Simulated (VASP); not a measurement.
The system is W.

```xyz
1
Lattice="-1.5824 1.5824 1.5824 1.5824 -1.5824 1.5824 1.5824 1.5824 -1.5824" Properties=species:S:1:pos:R:3 pbc="T T T"
W     0.0000    0.0000    0.0000
```

```yaml
Program: VASP 6.6.1
Task: relaxation of cell and atoms
Functional: LDA
Potentials_or_basis: VASP PAW LDA potentials, release 64 (W_sv)
Cutoff: 520 eV
k_mesh: 18 × 18 × 18
Occupations: gaussian, width 0.1 eV
Spin: no spin polarisation
```

At the start: pressure -7.0 GPa; volume 15.85 Å³/atom.

**Question.** Where does the relaxation end?

**Answer.** Over 7 steps the energy falls by 7.6 meV/atom and the volume is 15.51 Å³/atom (-2.2 %); space group Im-3m (No. 229, to 0.05 Å).

The path:
```
step  energy change (eV)  largest force (eV/Å)  pressure (GPa)  volume (Å³)
   1              0.0000                0.0000           -7.02        15.85
   2              0.1035                0.0000           31.77        14.31
   3             -0.0076                0.0000           -0.26        15.52
   4             -0.0076                0.0000           -0.05        15.51
   5             -0.0076                0.0000            0.11        15.50
   6             -0.0076                0.0000           -0.31        15.52
   7             -0.0076                0.0000            0.00        15.51
```

Final structure:
```yaml
crystal:
  lattice:
    - [-1.57096, 1.57096, 1.57096]
    - [1.57096, -1.57096, 1.57096]
    - [1.57096, 1.57096, -1.57096]
  atoms:
    - { symbol: W, position: [0.00000, 0.00000, 0.00000] }
```
